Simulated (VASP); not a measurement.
Consider the following.

```
CELL_PARAMETERS angstrom
      3.31500     0.00000     0.00000
      0.00000     3.31500     0.00000
      0.00000     0.00000     3.31500
ATOMIC_POSITIONS crystal
  In 0.50000 0.50000 0.50000
  Pd 0.00000 0.00000 0.00000
```

Level of theory: PBE GGA, VASP's PBE PAW potentials (set 64) (plane waves; VASP 6.6.1). Settings: 400 eV cut-off, 8×8×8 Γ-centred mesh, first-order Methfessel-Paxton smearing of 0.10 eV, potentials In_d Pd.

Problem. Give the stress tensor in GPa (positive for a compressed cell).

Solution. 
```
-1.29   0.00   0.00
 0.00  -1.29   0.00
 0.00   0.00  -1.29
```
The pressure is its mean diagonal, -1.29 GPa.

The compound is PdIn in the CsCl type structure. The cell was not relaxed at this level. The electron count is odd and the run is not spin-polarised, which forces a metal.
